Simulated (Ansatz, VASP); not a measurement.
# Cross-check of Te (Tellurium) between VASP and Ansatz

One calculation is typed for both programs; each brings its own data sets. How far apart do they land? The cell is taken from a series of runs on this material, whose earlier steps may have relaxed, scaled, displaced or heated it; both programs get it as it stands.

Main program and level: Ansatz 0.2.0; plane waves, with VASP 6.6.1 beside it; zone-centre phonons at LDA.

**1. The starting structure**

Symmetry: P3_121, No. 152, trigonal system. The conventional cell has a = 4.320 Å, b = 4.320 Å, c = 5.931 Å, α = 90.00°, β = 90.00°, γ = 120.00°. Nearest to Te lie 2 Te at 2.89 Å.

**2. VASP: zone-centre phonons, LDA**

Second derivatives magnify differences that forces hide, and they need a tight electronic threshold.

Lines of VASP's logs that name or quote its potential files are left out, and so is its time.

Contents of INCAR:

```
SYSTEM = Te
PREC = Accurate
ENCUT = 500
EDIFF = 1E-08
NELM = 120
ISMEAR = 1
SIGMA = 0.2
LREAL = .FALSE.
ALGO = Normal
GGA = CA
NBANDS = 15
LORBIT = 11
LWAVE = .FALSE.
LCHARG = .FALSE.
ISIF = 2
IBRION = 8
LASPH = .TRUE.
GGA_COMPAT = .FALSE.
KPAR = 2
```

Contents of POSCAR:

```
Te
1.0
    4.3195050180      0.0000000000      0.0000000000
   -2.1597525090      3.7408010774      0.0000000000
    0.0000000000      0.0000000000      5.9305006761
Te
3
Direct
    0.2826265254      0.0000000000      0.3333333333
    0.0000000000      0.2826265254      0.6666666667
    0.7173734746      0.7173734746      0.0000000000
```

Contents of KPOINTS:

```
Automatic mesh
0
Gamma
12 12 8
0 0 0
```

The projector-augmented-wave data sets are Te (LDA family, release 64).

Started as:

```
mpirun -np 2 vasp_std
```

Numbers of over 12 decimals in the logs are rounded to 6 here.

Log:

```text
[banner, memory and clock lines left out]
running    2 mpi-ranks, on    1 nodes
 distrk:  each k-point on    1 cores,    2 groups
 distr:  one band on    1 cores,    1 groups

 POSCAR found type information on POSCAR Te
 POSCAR found :  1 types and       3 ions
 LDA part: xc-table for (Slater(with rela. corr.)+CA(PZ))
 , standard interpolation
 POSCAR, INCAR and KPOINTS ok, starting setup
 FFT: planning ... GRIDC
 FFT: planning ... GRID_SOFT
 FFT: planning ... GRID
 WAVECAR not read
 entering main loop
       N       E                     dE             d eps       ncg     rms          rms(c)
DAV:   1     0.725512975054E+02    0.72551E+02   -0.63969E+03  3930   0.936E+02
DAV:   2    -0.652411239645E+01   -0.79075E+02   -0.75224E+02  5364   0.140E+02
DAV:   3    -0.113597171478E+02   -0.48356E+01   -0.48038E+01  4686   0.396E+01
DAV:   4    -0.114442095311E+02   -0.84492E-01   -0.84470E-01  5708   0.620E+00
DAV:   5    -0.114455768693E+02   -0.13673E-02   -0.13673E-02  5052   0.693E-01    0.131E+01
DAV:   6    -0.114184557564E+02    0.27121E-01   -0.14446E-02  4945   0.703E-01    0.818E+00
DAV:   7    -0.114083123513E+02    0.10143E-01   -0.30000E-02  4483   0.971E-01    0.284E-01
DAV:   8    -0.114077652047E+02    0.54715E-03   -0.49318E-03  4469   0.409E-01    0.140E-01
DAV:   9    -0.114077787235E+02   -0.13519E-04   -0.14469E-04  5436   0.840E-02    0.768E-02
DAV:  10    -0.114077748357E+02    0.38878E-05   -0.13038E-05  4904   0.224E-02    0.808E-03
DAV:  11    -0.114077743219E+02    0.51380E-06   -0.22542E-06  4994   0.919E-03    0.295E-03
DAV:  12    -0.114077743214E+02    0.54979E-09   -0.34016E-07  5106   0.343E-03    0.148E-03
DAV:  13    -0.114077743263E+02   -0.49306E-08   -0.20433E-08  3998   0.899E-04
   1 F= -.11407774E+02 E0= -.11408731E+02  d E =0.286911E-02
 Linear response reoptimize wavefunctions to high precision
DAV:   1    -0.114077743266E+02   -0.30298E-09   -0.29992E-09  4155   0.377E-04
DAV:   2    -0.114077743266E+02   -0.33651E-10   -0.27922E-10  2826   0.125E-04
 Linear response DOF=           3
 Linear response progress:
  Degree of freedom:   1/  3
       N       E                     dE             d eps       ncg     rms          rms(c)
RMM:   1    -0.471929182794E-01   -0.47193E-01    0.35111E-02 21903   0.106E+00
RMM:   2    -0.456642408206E-01    0.15287E-02   -0.24016E-03 15034   0.282E-01    0.982E-02
RMM:   3    -0.455966791647E-01    0.67562E-04   -0.89536E-05 15928   0.597E-02    0.676E-02
RMM:   4    -0.455309315578E-01    0.65748E-04   -0.20650E-05 16290   0.232E-02    0.146E-02
RMM:   5    -0.455312708212E-01   -0.33926E-06   -0.62087E-07 16463   0.538E-03    0.633E-03
RMM:   6    -0.455368861834E-01   -0.56154E-05   -0.23929E-07 16271   0.242E-03    0.128E-03
RMM:   7    -0.455364939625E-01    0.39222E-06    0.11229E-07 16699   0.628E-04    0.438E-04
RMM:   8    -0.455357818865E-01    0.71208E-06    0.15337E-07 16359   0.205E-04    0.141E-04
RMM:   9    -0.455358261061E-01   -0.44220E-07   -0.14273E-07 17165   0.540E-05    0.690E-05
RMM:  10    -0.455358340094E-01   -0.79033E-08   -0.15297E-08 17113   0.189E-05    0.211E-05
 first order change of Fermi-energy   0.36032E+00
 force on displaced ion       1 direction 1 :  -2.712   0.000   0.000
 Linear response progress:
  Degree of freedom:   2/  3
       N       E                     dE             d eps       ncg     rms          rms(c)
RMM:   1    -0.484197352347E-01   -0.48420E-01    0.28772E-02 40131   0.105E+00
RMM:   2    -0.469549835544E-01    0.14648E-02   -0.24494E-03 27376   0.279E-01    0.748E-02
RMM:   3    -0.468231959971E-01    0.13179E-03   -0.11052E-04 28855   0.624E-02    0.492E-02
RMM:   4    -0.467351537693E-01    0.88042E-04   -0.33574E-05 29221   0.271E-02    0.143E-02
RMM:   5    -0.467343784122E-01    0.77536E-06   -0.16499E-06 29781   0.670E-03    0.749E-03
RMM:   6    -0.467415669239E-01   -0.71885E-05   -0.29621E-07 29611   0.221E-03    0.104E-03
RMM:   7    -0.467414697780E-01    0.97146E-07    0.10968E-07 30513   0.495E-04    0.568E-04
RMM:   8    -0.467410579556E-01    0.41182E-06    0.68662E-08 30430   0.183E-04    0.139E-04
RMM:   9    -0.467411149701E-01   -0.57015E-07   -0.14713E-07 31150   0.454E-05    0.194E-05
RMM:  10    -0.467411157745E-01   -0.80439E-09   -0.32450E-08 30897   0.192E-05    0.144E-05
 first order change of Fermi-energy   0.60209E-04
 force on displaced ion       1 direction 2 :  -0.001  -2.382  -0.460
 Linear response progress:
  Degree of freedom:   3/  3
       N       E                     dE             d eps       ncg     rms          rms(c)
RMM:   1    -0.587205382768E-01   -0.58721E-01    0.42526E-02 42157   0.108E+00
RMM:   2    -0.557971161168E-01    0.29234E-02   -0.30535E-03 27506   0.306E-01    0.242E-01
RMM:   3    -0.555400779098E-01    0.25704E-03   -0.49329E-04 28703   0.950E-02    0.164E-01
RMM:   4    -0.554947558466E-01    0.45322E-04   -0.19186E-05 29148   0.252E-02    0.815E-02
RMM:   5    -0.554798717728E-01    0.14884E-04   -0.69768E-06 29794   0.138E-02    0.393E-03
RMM:   6    -0.554825273030E-01   -0.26555E-05   -0.26537E-07 29852   0.317E-03    0.256E-03
RMM:   7    -0.554845853980E-01   -0.20581E-05   -0.91623E-08 30178   0.112E-03    0.508E-04
RMM:   8    -0.554844908998E-01    0.94498E-07    0.87899E-08 30622   0.311E-04    0.231E-04
RMM:   9    -0.554846008637E-01   -0.10996E-06   -0.74742E-08 30815   0.904E-05    0.504E-05
RMM:  10    -0.554846780941E-01   -0.77230E-07   -0.91095E-08 31057   0.307E-05    0.105E-05
RMM:  11    -0.554846896516E-01   -0.11558E-07   -0.63655E-09 31435   0.111E-05    0.225E-06
RMM:  12    -0.554846861132E-01    0.35384E-08   -0.66065E-09 30023   0.596E-06    0.756E-07
 first order change of Fermi-energy   0.25944E-04
 force on displaced ion       1 direction 3 :  -0.001  -0.462  -4.931
 Linear response finished
```

OUTCAR, selected parts (step 2):

```text
ion  position               nearest neighbor table
   1  0.283  0.000  0.333-   3 2.89   2 2.89   3 3.35   3 3.35   2 3.35   2 3.35
   2  0.000  0.283  0.667-   3 2.89   1 2.89   3 3.35   3 3.35   1 3.35   1 3.35
   3  0.717  0.717  0.000-   1 2.89   2 2.89   1 3.35   2 3.35   2 3.35   1 3.35

  LATTYP: Found a hexagonal cell.
 ALAT       =     4.3195050180
 C/A-ratio  =     1.3729583949

 Subroutine GETGRP returns: Found  6 space group operations
 (whereof  2 operations were pure point group operations)

The static configuration has the point symmetry C_2 .
 The point group associated with its full space group is D_3 .

 Found    131 irreducible k-points:

   k-points           NKPTS =    131   k-points in BZ     NKDIM =    131   number of bands    NBANDS=     15

   dimension x,y,z NGX =    32 NGY =   32 NGZ =   48
   dimension x,y,z NGXF=    64 NGYF=   64 NGZF=   96

   ENCUT  =  500.0 eV  36.75 Ry    6.06 a.u.   7.88  7.88 10.81*2*pi/ulx,y,z

   NELECT =      18.0000    total number of electrons

 k-points in reciprocal lattice and weights: Automatic mesh
   0.00000000  0.00000000  0.00000000       0.001
   0.08333333 -0.00000000  0.00000000       0.005
   0.16666667 -0.00000000  0.00000000       0.005
   0.25000000  0.00000000  0.00000000       0.005
   0.33333333 -0.00000000  0.00000000       0.005
   0.41666667 -0.00000000  0.00000000       0.005
   0.50000000  0.00000000  0.00000000       0.003
   0.08333333  0.08333333  0.00000000       0.005
   0.16666667  0.08333333  0.00000000       0.010
[...]
0.33333333  0.25000000  0.50000000       0.010
   0.33333333  0.33333333  0.50000000       0.002

 average (electrostatic) potential at core
       1 -89.1769       2 -89.1769       3 -89.1769

  Total       -0.3626460     -0.3626460     -0.3275161      0.0000000     -0.0000000     -0.0000000
  in kB       -6.0632221     -6.0632221     -5.4758720      0.0000000     -0.0000000     -0.0000000
  external PRESSURE =      -5.8674387 kB  Pullay stress =       0.0000000 kB

  energy-cutoff  :      500.00
  volume of cell :       95.83
      direct lattice vectors                 reciprocal lattice vectors
     4.319505018  0.000000000  0.000000000     0.231508007  0.133661210  0.000000000
    -2.159752509  3.740801077  0.000000000     0.000000000  0.267322421  0.000000000
     0.000000000  0.000000000  5.930500676     0.000000000  0.000000000  0.168619827

 POSITION                                       TOTAL-FORCE (eV/Angst)
 -----------------------------------------------------------------------------------
      1.22081      0.00000      1.97683         0.027027      0.000000     -0.000000
     -0.61040      1.05725      3.95367        -0.013514      0.023406      0.000000
      1.54935      2.68355      0.00000        -0.013514     -0.023406      0.000000
 -----------------------------------------------------------------------------------
    total drift:                                0.000000     -0.000000      0.000000

 Eigenvectors and eigenvalues of the dynamical matrix
 ----------------------------------------------------

   1 f  =    3.821131 THz    24.008875 2PiTHz  127.459216 cm-1    15.802922 meV
             X         Y         Z           dx          dy          dz
      1.220807  0.000000  1.976834    -0.062244    0.114412    0.698761
     -0.610403  1.057250  3.953667     0.130206   -0.003318   -0.678548
      1.549349  2.683551  0.000000    -0.067976   -0.111119   -0.020212

   2 f  =    3.821131 THz    24.008875 2PiTHz  127.459216 cm-1    15.802922 meV
             X         Y         Z           dx          dy          dz
      1.220807  0.000000  1.976834    -0.114429   -0.062234   -0.380091
     -0.610403  1.057250  3.953667     0.003301    0.130215   -0.415099
      1.549349  2.683551  0.000000     0.111102   -0.067967    0.795190

   3 f  =    3.012734 THz    18.929567 2PiTHz  100.493992 cm-1    12.459661 meV
             X         Y         Z           dx          dy          dz
      1.220807  0.000000  1.976834    -0.577350    0.000000    0.000000
     -0.610403  1.057250  3.953667     0.288675   -0.500000   -0.000000
      1.549349  2.683551  0.000000     0.288675    0.500000    0.000000

   4 f  =    2.680523 THz    16.842221 2PiTHz   89.412615 cm-1    11.085746 meV
             X         Y         Z           dx          dy          dz
      1.220807  0.000000  1.976834     0.000000    0.577350   -0.000100
     -0.610403  1.057250  3.953667    -0.500000   -0.288675   -0.000100
      1.549349  2.683551  0.000000     0.500000   -0.288675   -0.000100

   5 f  =    2.463251 THz    15.477062 2PiTHz   82.165205 cm-1    10.187182 meV
             X         Y         Z           dx          dy          dz
      1.220807  0.000000  1.976834    -0.487363   -0.280896    0.092009
     -0.610403  1.057250  3.953667     0.000241    0.562517    0.092196
      1.549349  2.683551  0.000000     0.486856   -0.281467   -0.184205

   6 f  =    2.463251 THz    15.477062 2PiTHz   82.165205 cm-1    10.187182 meV
             X         Y         Z           dx          dy          dz
      1.220807  0.000000  1.976834     0.280998   -0.487186    0.159580
     -0.610403  1.057250  3.953667    -0.562415    0.000418   -0.159472
      1.549349  2.683551  0.000000     0.281569    0.487033   -0.000108

   7 f/i=    0.000440 THz     0.002765 2PiTHz    0.014681 cm-1     0.001820 meV
             X         Y         Z           dx          dy          dz
      1.220807  0.000000  1.976834     0.510094   -0.270318    0.000009
     -0.610403  1.057250  3.953667     0.510187   -0.270169    0.000010
      1.549349  2.683551  0.000000     0.510270   -0.270324   -0.000020

   8 f/i=    0.000440 THz     0.002765 2PiTHz    0.014681 cm-1     0.001820 meV
             X         Y         Z           dx          dy          dz
      1.220807  0.000000  1.976834    -0.270223   -0.510273    0.000017
     -0.610403  1.057250  3.953667    -0.270372   -0.510180   -0.000017
      1.549349  2.683551  0.000000    -0.270216   -0.510097   -0.000001

   9 f/i=    0.000464 THz     0.002918 2PiTHz    0.015491 cm-1     0.001921 meV
             X         Y         Z           dx          dy          dz
      1.220807  0.000000  1.976834    -0.000000    0.000100    0.577350
     -0.610403  1.057250  3.953667    -0.000087   -0.000050    0.577350
      1.549349  2.683551  0.000000     0.000087   -0.000050    0.577350

 ELASTIC MODULI CONTR FROM IONIC RELAXATION (kBar)
 Direction    XX          YY          ZZ          XY          YZ          ZX
 --------------------------------------------------------------------------------
 XX        -212.3704    -69.6139   -174.0398      0.0000   -106.4443      0.0000
 YY         -69.6139   -212.3704   -174.0398      0.0000    106.4443     -0.0000
 ZZ        -174.0398   -174.0398   -214.8337      0.0000      0.0000      0.0000
 XY           0.0000     -0.0000      0.0000    -71.6803      0.0000   -104.0277
 YZ        -106.4443    106.4443     -0.0000      0.0000   -174.5402      0.0000
 ZX          -0.0000      0.0000      0.0000   -104.0277      0.0000   -168.0797
 --------------------------------------------------------------------------------
```

(Part 1 of 2 ends here.)

[Lines on the potential files, build, host, timing and source positions are cut from VASP's logs without a mark.]

[Logs are printed without paths, hosts, clocks, repeated set-up lines and the standing remarks that a program may print on its own settings, such as how far it seeks lower states.]

[Hosts, paths, dates, database ids (printed as entryN), source tags and the programs' standing remarks are cut or masked in the printed files.]
